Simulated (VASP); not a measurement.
Consider the following.

```
CELL_PARAMETERS angstrom
      0.00000     2.20055     2.20055
      2.20055     0.00000     2.20055
      2.20055     2.20055     0.00000
ATOMIC_POSITIONS crystal
  Al 0.00000 0.00000 0.00000
  N  0.25000 0.25000 0.25000
```

Level of theory: HSE06 screened hybrid, VASP's PBE PAW potentials (set 64) (plane waves; VASP 6.6.1). Settings: 520 eV cut-off, 8×8×8 Γ-centred mesh, Gaussian smearing of 0.050 eV, potentials Al N.

### Question
Give the stress tensor in GPa (positive for a compressed cell).

### Answer

```
-5.15   0.00   0.00
 0.00  -5.15   0.00
 0.00   0.00  -5.15
```
The pressure is its mean diagonal, -5.15 GPa.

The compound is AlN in the zinc blende structure, a metastable form; wurtzite is the usual one. It was relaxed first. The cell's shape comes from a PBE relaxation.
